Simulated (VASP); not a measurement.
A convergence study with VASP on MoSi2 (space group no. 139 when undisturbed): one setting is varied, all else stays as given below, so the limit is that of these other settings. One atom is moved off its site, so that forces are finite.

```
MoSi2
1.0
   -1.59698     1.59698     3.90537
    1.59698    -1.59698     3.90537
    1.59698     1.59698    -3.90537
Si Mo
2 1
Direct
  0.67140   0.67140   0.00000
  0.33500   0.33500   0.00000
  0.00000   0.00000   0.00000
```

Level of theory: PBE GGA, VASP's PBE PAW potentials (set 64) (plane waves; VASP). The tightest run used: 300 eV cut-off, 15×15×15 Γ-centred mesh, Gaussian smearing of 0.10 eV, potentials Si Mo_sv.

Problem. The settings run are 2×2×2 mesh; 3×3×3 mesh; 4×4×4 mesh; 5×5×5 mesh; 6×6×6 mesh; 7×7×7 mesh; 8×8×8 mesh; 9×9×9 mesh; 10×10×10 mesh; 11×11×11 mesh; 12×12×12 mesh; 15×15×15 mesh. From which on does the energy per atom stay within 0.001 eV/atom of the tightest run?

Solution. From 7×7×7 mesh on: it is off by 0.0007 there and by no more than 0.001 in any finer run, while 6×6×6 mesh is off by 0.0027.
| setting | E (eV/atom) | pressure (GPa) | largest force (eV/Å) | irreducible k-points | difference judged (eV/atom) |
|---|---|---|---|---|---|
| 2×2×2 mesh | -7.6549 | 6.17 | 0.394 | 4 | 0.0828 |
| 3×3×3 mesh | -7.6344 | 6.62 | 0.390 | 6 | 0.1033 |
| 4×4×4 mesh | -7.7262 | 4.72 | 0.455 | 13 | 0.0114 |
| 5×5×5 mesh | -7.7344 | 4.42 | 0.575 | 18 | 0.0033 |
| 6×6×6 mesh | -7.7404 | 4.32 | 0.608 | 30 | 0.0027 |
| 7×7×7 mesh | -7.7384 | 4.40 | 0.639 | 40 | 0.0007 |
| 8×8×8 mesh | -7.7383 | 4.42 | 0.657 | 59 | 0.0006 |
| 9×9×9 mesh | -7.7371 | 4.45 | 0.643 | 75 | 0.0006 |
| 10×10×10 mesh | -7.7370 | 4.44 | 0.634 | 102 | 0.0007 |
| 11×11×11 mesh | -7.7374 | 4.43 | 0.610 | 126 | 0.0003 |
| 12×12×12 mesh | -7.7377 | 4.43 | 0.616 | 163 | 0.0000 |
| 15×15×15 mesh | -7.7377 | 4.43 | 0.621 | 288 | 0.0000 |

Left out are rungs that failed or repeat a setting and relaxations that didn't move; long series are thinned to 24 rows.

The structure is a typed MoSi2 crystal (space group no. 139). The cell was not relaxed at this level, it is distorted from the ideal structure.
